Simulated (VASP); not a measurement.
Input:

```
CELL_PARAMETERS angstrom
     10.12538     0.00000     0.00000
      0.00000    10.12538     0.00000
      0.00000     0.00000    10.12538
ATOMIC_POSITIONS crystal
  Hf 0.49741 0.99786 0.99895
  Hf 0.75210 0.25034 0.99765
  Hf 0.75011 0.99861 0.25115
  Hf 0.99950 0.99651 0.99764
  Hf 0.24993 0.24921 0.00199
  Hf 0.49846 0.50120 0.00081
  Hf 0.75142 0.74800 0.00089
  Hf 0.25163 0.99790 0.25197
  Hf 0.50708 0.24221 0.23711
  Hf 0.74782 0.49845 0.25332
  Hf 0.49976 0.00413 0.50163
  Hf 0.74872 0.25016 0.49600
  Hf 0.74892 0.99935 0.75043
  Hf 0.00024 0.49883 0.99702
  Hf 0.25099 0.74892 0.99666
  Hf 0.00344 0.24898 0.24822
  Hf 0.23741 0.51009 0.24352
  Hf 0.49994 0.74521 0.24869
  Hf 0.99821 0.99913 0.50047
  Hf 0.24118 0.23876 0.50706
  Hf 0.50954 0.50611 0.50930
  Hf 0.75111 0.75339 0.50036
  Hf 0.24863 0.99723 0.75192
  Hf 0.49666 0.24994 0.74829
  Hf 0.75167 0.49948 0.75331
  Hf 0.99630 0.75343 0.24703
  Hf 0.99977 0.49954 0.49887
  Hf 0.25395 0.74825 0.49619
  Hf 0.99795 0.24986 0.75081
  Hf 0.24979 0.49714 0.74524
  Hf 0.50123 0.75185 0.75141
  Hf 0.00079 0.75259 0.75219
  O  0.63339 0.11288 0.11268
  O  0.87231 0.36998 0.36977
  O  0.87354 0.37889 0.12011
  O  0.12365 0.63451 0.36355
  O  0.87516 0.11941 0.37929
  O  0.12620 0.36155 0.63197
  O  0.13576 0.13039 0.13116
  O  0.37345 0.38174 0.12501
  O  0.62625 0.63038 0.37520
  O  0.61419 0.60807 0.12706
  O  0.87517 0.87145 0.37068
  O  0.87306 0.87968 0.12049
  O  0.12231 0.12871 0.37823
  O  0.37460 0.12580 0.37950
  O  0.62721 0.37549 0.63256
  O  0.61864 0.37974 0.37998
  O  0.88163 0.62793 0.63000
  O  0.87528 0.62082 0.38075
  O  0.12736 0.86226 0.62916
  O  0.61448 0.12782 0.60898
  O  0.87617 0.37010 0.87062
  O  0.87771 0.37997 0.62165
  O  0.12813 0.62847 0.86142
  O  0.87346 0.11882 0.88028
  O  0.12250 0.37964 0.13018
  O  0.11793 0.62743 0.11458
  O  0.37766 0.86856 0.36914
  O  0.37535 0.88135 0.11980
  O  0.62643 0.12988 0.36003
  O  0.13189 0.38110 0.37998
  O  0.38263 0.63233 0.63255
  O  0.37364 0.61368 0.38271
  O  0.62307 0.87725 0.63020
  O  0.62614 0.88018 0.38212
  O  0.86714 0.13059 0.62939
  O  0.11984 0.11238 0.62669
  O  0.37438 0.36828 0.86561
  O  0.37578 0.38126 0.61174
  O  0.62431 0.62994 0.87615
  O  0.63150 0.62647 0.62707
  O  0.87620 0.87115 0.87190
  O  0.87442 0.87946 0.62248
  O  0.12483 0.12895 0.87798
  O  0.37466 0.11808 0.88155
  O  0.62707 0.36244 0.12886
  O  0.62561 0.38171 0.87998
  O  0.86663 0.62879 0.13351
  O  0.87552 0.62161 0.88080
  O  0.12454 0.87662 0.12992
  O  0.12675 0.88217 0.37931
  O  0.36704 0.13136 0.63340
  O  0.13337 0.60999 0.60927
  O  0.37566 0.86978 0.86956
  O  0.37554 0.88231 0.61964
  O  0.62313 0.13274 0.86045
  O  0.12498 0.37947 0.88012
  O  0.36635 0.63330 0.13355
  O  0.37636 0.61915 0.88137
  O  0.62380 0.86000 0.13288
  O  0.62755 0.88086 0.88066
  O  0.88433 0.12974 0.13096
  O  0.12516 0.87915 0.87903
  O  0.38537 0.12880 0.12837
  F  0.37529 0.37179 0.36872
```

Computed with PBE GGA, VASP's PBE PAW potentials (set 64) (plane waves; VASP 6.6.1). Settings: PREC = Normal, LREAL = Auto, ISYM = 0, EDIFF = 1E-5, 400 eV cut-off, 1×1×1 Γ-centred mesh, Gaussian smearing of 0.050 eV, potentials Hf O F. Starting moments (MAGMOM): 96*0.0104. The cell's moment is fixed (NUPDOWN = 1).

At this cut-off the stress carries a Pulay error, which pulls relaxed volumes low. The supercell is sampled at Γ alone, which is coarse: total energies, pressure and levels can be off, energies of defects by several tenths of an eV.

### Question
The ions are relaxed. Which structure does the run end with?

### Answer

```
CELL_PARAMETERS angstrom
     10.12538     0.00000     0.00000
      0.00000    10.12538     0.00000
      0.00000     0.00000    10.12538
ATOMIC_POSITIONS crystal
  Hf 0.49815 0.00133 0.00128
  Hf 0.75241 0.25132 0.99916
  Hf 0.75258 0.99875 0.25153
  Hf 0.00260 0.00203 0.00209
  Hf 0.25180 0.25079 0.99961
  Hf 0.50009 0.50000 0.99777
  Hf 0.74952 0.75172 0.00078
  Hf 0.25179 0.99939 0.25077
  Hf 0.51149 0.24294 0.24361
  Hf 0.74873 0.50194 0.25038
  Hf 0.50018 0.99768 0.50010
  Hf 0.74889 0.25034 0.50216
  Hf 0.74964 0.00077 0.75188
  Hf 0.99957 0.49678 0.99732
  Hf 0.25032 0.75066 0.99795
  Hf 0.99866 0.25150 0.25199
  Hf 0.24179 0.50605 0.24246
  Hf 0.50206 0.74751 0.24881
  Hf 0.99980 0.99701 0.49713
  Hf 0.24199 0.24243 0.50625
  Hf 0.50653 0.50690 0.50690
  Hf 0.75286 0.75180 0.50235
  Hf 0.25032 0.99784 0.75085
  Hf 0.50208 0.24876 0.74760
  Hf 0.75296 0.50222 0.75193
  Hf 0.99857 0.75132 0.24736
  Hf 0.99996 0.50006 0.50007
  Hf 0.25115 0.74703 0.49882
  Hf 0.99875 0.24745 0.75154
  Hf 0.25113 0.49886 0.74706
  Hf 0.50169 0.75209 0.75223
  Hf 0.00099 0.75187 0.75199
  O  0.62670 0.11209 0.11212
  O  0.86430 0.35979 0.35974
  O  0.87289 0.39141 0.11112
  O  0.12799 0.64223 0.35671
  O  0.87325 0.11118 0.39191
  O  0.12815 0.35688 0.64244
  O  0.12986 0.11116 0.11115
  O  0.37251 0.39226 0.10900
  O  0.62776 0.63890 0.36496
  O  0.62320 0.61065 0.11291
  O  0.87365 0.86123 0.36102
  O  0.87376 0.89069 0.11017
  O  0.12833 0.13935 0.36032
  O  0.37302 0.10935 0.39230
  O  0.62793 0.36509 0.63940
  O  0.61191 0.38509 0.38568
  O  0.87611 0.64041 0.64066
  O  0.87127 0.61015 0.39083
  O  0.13072 0.85670 0.63963
  O  0.62327 0.11309 0.61056
  O  0.87355 0.36107 0.86123
  O  0.87141 0.39064 0.61010
  O  0.13085 0.63941 0.85647
  O  0.87366 0.11030 0.89116
  O  0.12795 0.36027 0.13963
  O  0.12389 0.61172 0.10738
  O  0.37319 0.85492 0.36024
  O  0.37250 0.89070 0.11017
  O  0.63232 0.13704 0.36027
  O  0.12780 0.38980 0.39006
  O  0.37756 0.63872 0.63900
  O  0.37012 0.59607 0.38769
  O  0.62968 0.86234 0.64199
  O  0.63028 0.88897 0.39177
  O  0.86640 0.14222 0.64221
  O  0.12398 0.10757 0.61175
  O  0.37315 0.36039 0.85471
  O  0.37031 0.38739 0.59591
  O  0.62977 0.64167 0.86216
  O  0.63362 0.61459 0.61448
  O  0.86905 0.85986 0.85974
  O  0.87275 0.89148 0.61108
  O  0.12957 0.13955 0.86051
  O  0.37252 0.11037 0.89090
  O  0.63190 0.36023 0.13759
  O  0.63027 0.39149 0.88943
  O  0.86630 0.64166 0.14235
  O  0.87287 0.61118 0.89173
  O  0.12961 0.86047 0.13988
  O  0.13100 0.88995 0.39058
  O  0.36700 0.13956 0.64366
  O  0.13341 0.60610 0.60593
  O  0.37041 0.86049 0.86039
  O  0.37256 0.88887 0.61044
  O  0.63036 0.14202 0.86030
  O  0.13085 0.39031 0.89016
  O  0.36687 0.64350 0.13990
  O  0.37266 0.61060 0.88911
  O  0.63044 0.86031 0.14233
  O  0.62637 0.89163 0.89195
  O  0.87075 0.14103 0.14150
  O  0.12595 0.88950 0.88978
  O  0.37187 0.14082 0.14101
  F  0.35822 0.34563 0.34538
``` The cell ends with 1.00 μB, on the first 30 sites 0.03 0.03 0.03 0.02 0.03 0.02 0.02 0.03 0.03 0.02 0.02 0.02 0.02 0.02 0.02 0.04 0.02 0.03 0.02 0.02 0.01 0.02 0.02 0.03 0.02 0.03 0.03 0.02 0.03 0.02 μB.

### Question
How much energy does the relaxation gain?

### Answer
The energy (σ→0) changes by -26.8 meV/atom, in 64 ionic steps.

| step | E(σ→0) (eV) | max force (eV/Å) | pressure (GPa) | volume (Å³) |
|---|---|---|---|---|
| 1 | -964.9269 | 0.960 | -3.50 | 1038.09 |
| 2 | -965.3376 | 0.656 | -3.69 | 1038.09 |
| 3 | -965.3388 | 0.693 | -3.69 | 1038.09 |
| 4 | -965.6878 | 0.674 | -3.52 | 1038.09 |
| 5 | -965.9261 | 1.011 | -3.02 | 1038.09 |
| 6 | -966.1874 | 0.862 | -2.72 | 1038.09 |
| 7 | -966.7083 | 1.120 | -1.65 | 1038.09 |
| 8 | -965.5459 | 4.391 | 2.08 | 1038.09 |
| 9 | -966.7549 | 1.300 | -1.23 | 1038.09 |
| 10 | -967.0544 | 0.654 | -1.01 | 1038.09 |
| 11 | -967.1924 | 0.704 | -0.63 | 1038.09 |
| 12 | -967.3530 | 0.287 | -0.43 | 1038.09 |
| 13 | -967.3774 | 0.334 | -0.32 | 1038.09 |
| 14 | -967.4230 | 0.163 | -0.26 | 1038.09 |
| 15 | -967.4291 | 0.278 | -0.24 | 1038.09 |
| 16 | -967.4511 | 0.169 | -0.19 | 1038.09 |
| 17 | -967.4518 | 0.214 | -0.18 | 1038.09 |
| 18 | -967.4633 | 0.125 | -0.13 | 1038.09 |
| 19 | -967.4637 | 0.163 | -0.12 | 1038.09 |
| 20 | -967.4707 | 0.093 | -0.11 | 1038.09 |
| 21 | -967.4718 | 0.135 | -0.09 | 1038.09 |
| 22 | -967.4774 | 0.087 | -0.12 | 1038.09 |
| 23 | -967.4784 | 0.108 | -0.13 | 1038.09 |
| 24 | -967.4829 | 0.091 | -0.13 | 1038.09 |
| 25 | -967.4842 | 0.114 | -0.14 | 1038.09 |

The cell is a supercell with a defect, built from HfO2 (fluorite, the high-temperature cubic form, which is unstable at 0 K; the monoclinic form is the stable one): F_O.
